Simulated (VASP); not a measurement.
Here is the system:

```
WS2
1.0
    1.59255    -2.75838     0.00000
    1.59255     2.75838     0.00000
    0.00000     0.00000    12.22955
W S
2 4
Direct
  0.33333   0.66667   0.25000
  0.66667   0.33333   0.75000
  0.33333   0.66667   0.88004
  0.66667   0.33333   0.38004
  0.66667   0.33333   0.11996
  0.33333   0.66667   0.61996
```

Method: PBE GGA with D3 dispersion (Becke-Johnson damping), VASP's PBE PAW potentials (set 64) (plane waves; VASP 6.6.1). Numerical set-up: 520 eV cut-off, 8×8×2 Γ-centred mesh, Gaussian smearing of 0.050 eV, potentials W_sv S.

Task: The ions and cell shape at fixed volume are relaxed. What does this cell relax into?

Result: 
```
WS2
1.0
    1.58246    -2.74090     0.00000
    1.58246     2.74090     0.00000
    0.00000     0.00000    12.38605
W S
2 4
Direct
  0.33333   0.66667   0.25000
  0.66667   0.33333   0.75000
  0.33333   0.66667   0.87702
  0.66667   0.33333   0.37702
  0.66667   0.33333   0.12298
  0.33333   0.66667   0.62298
```
Space group P6_3/mmc (194), at a tolerance of 0.03 Å.

Task: How much energy does the relaxation gain?

Result: The energy (σ→0) changes by -5.9 meV/atom, in 5 ionic steps.

```
step  E(σ→0) (eV)  max force (eV/Å)  pressure (GPa)  volume (Å³)
----  -----------  ----------------  --------------  -----------
1        -49.7539             0.497           -4.70       107.45
2        -49.7766             0.006           -2.29       107.45
3        -49.7767             0.026           -2.44       107.45
4        -49.7868             0.006           -1.71       107.45
5        -49.7891             0.008           -1.17       107.45
```

The compound is WS2 in the 2H layered structure. This cell is one point of a volume scan, at 1.03 of the reference volume. Symmetry was kept, so distortions that lower it aren't found.
